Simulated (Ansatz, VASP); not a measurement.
ScAl2Sb2As in VASP and in Ansatz

```
Sc Al Sb As
1.0
     3.25105   -5.48883    0.00000
     3.25105    5.48883    0.00000
     0.00000    0.00000    3.47566
Sc Al Sb As
1 2 2 1
Direct
  0.00000 0.00000 0.00000
  0.50000 0.00000 0.50000
  0.00000 0.50000 0.50000
  0.67171 0.32829 0.00000
  0.32829 0.67171 0.00000
  0.50000 0.50000 0.50000
```

Change from the starting cell: species swapped into the CeB2Ru2Rh type (Cmmm, No. 65).

Alike in both runs: task single point; functional PBE; k mesh 4 × 4 × 6; occupations gaussian, width 0.1 eV; no spin polarisation.

```csv
,VASP,Ansatz
version,VASP 6.6.1,Ansatz 0.2.0
potentials or method,"VASP PAW PBE potentials, release 64 (Sc_sv, Al, Sb, As)","scalar-relativistic, plane waves, PAW"
plane-wave cutoff (eV),520,420
valence electrons in the cell,32,62
```

Ansatz gave:

| Property | Result |
| --- | --- |
| gap on the k mesh at the Fermi level (eV) | none |
| pressure (GPa) | 23.7 |
| largest component of the traceless stress (GPa) | 12.58 |
| rms of the force components (eV/Å) | 0.268 |

Question: What did VASP give for the same quantities?

Answer: gap on the k mesh at the Fermi level (eV): none; pressure (GPa): 24.3; largest component of the traceless stress (GPa): 12.79; rms of the force components (eV/Å): 0.273.

Atom by atom the forces differ by 0.005 eV/Å (rms over components). A gap of «none» marks a metal or a gap that the smearing closes. The functional is the same, so the differences come from potentials, cutoffs and numerics. The two sets of potentials don't hold the same shells in valence.

Caveats: so large a pressure means that the cell lies far from this level's equilibrium, or that cutoff or potentials fall short (VASP). The runs have no spin-orbit coupling, so splittings on Sb are missing.
